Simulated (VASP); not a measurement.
A convergence study with VASP on Ta (bcc): one setting is varied, all else stays as given below, so the limit is that of these other settings. Each run relaxes cell and ions; the cell shown is the tightest run's result. The basis is that of the starting cell, so low cut-offs carry a Pulay error.

```
CELL_PARAMETERS angstrom
     -1.66178     1.66178     1.66178
      1.66178    -1.66178     1.66178
      1.66178     1.66178    -1.66178
ATOMIC_POSITIONS crystal
  Ta 0.00000 0.00000 0.00000
```

The numbers are results of PBE GGA, VASP's PBE PAW potentials (set 64) (plane waves; VASP), not measurements. The tightest run used: 700 eV cut-off, 13×13×13 Γ-centred mesh, first-order Methfessel-Paxton smearing of 0.10 eV, potentials Ta_pv.

The reference is ENCUT = 700, which took about 2 core-minutes. Times come from single runs on busy shared machines, so they are rough: good to a factor of about 2.

Question: Of the settings ENCUT = 150; ENCUT = 200; ENCUT = 250; ENCUT = 300; ENCUT = 350; ENCUT = 400; ENCUT = 450; ENCUT = 500; ENCUT = 550; ENCUT = 600; ENCUT = 650; ENCUT = 700, which is the lowest that keeps the difference from the reference in relaxed volume (Å³/atom) within 0.1 from there on, and what does it cost?

Answer: ENCUT = 250; its cost over the reference is about 1/5.
```json
[
 {"setting": "ENCUT = 150", "difference in relaxed volume (Å³/atom)": "2.500", "cost over the reference": "about 1/5"},
 {"setting": "ENCUT = 200", "difference in relaxed volume (Å³/atom)": "0.368", "cost over the reference": "about 1/6"},
 {"setting": "ENCUT = 250", "difference in relaxed volume (Å³/atom)": "0.055", "cost over the reference": "about 1/5"},
 {"setting": "ENCUT = 300", "difference in relaxed volume (Å³/atom)": "0.051", "cost over the reference": "about 1/5"},
 {"setting": "ENCUT = 350", "difference in relaxed volume (Å³/atom)": "0.024", "cost over the reference": "about 1/3"},
 {"setting": "ENCUT = 400", "difference in relaxed volume (Å³/atom)": "0.007", "cost over the reference": "about 1/3"},
 {"setting": "ENCUT = 450", "difference in relaxed volume (Å³/atom)": "0.005", "cost over the reference": "about 1/3"},
 {"setting": "ENCUT = 500", "difference in relaxed volume (Å³/atom)": "0.004", "cost over the reference": "within a factor of 2"},
 {"setting": "ENCUT = 550", "difference in relaxed volume (Å³/atom)": "0.003", "cost over the reference": "within a factor of 2"},
 {"setting": "ENCUT = 600", "difference in relaxed volume (Å³/atom)": "0.001", "cost over the reference": "within a factor of 2"},
 {"setting": "ENCUT = 650", "difference in relaxed volume (Å³/atom)": "0.001", "cost over the reference": "within a factor of 2"},
 {"setting": "ENCUT = 700", "difference in relaxed volume (Å³/atom)": "0.000", "cost over the reference": "reference"}
]
```

Left out are rungs that failed or repeat a setting and relaxations that didn't move; long series are thinned to 24 rows.

The compound is Ta in the bcc structure.
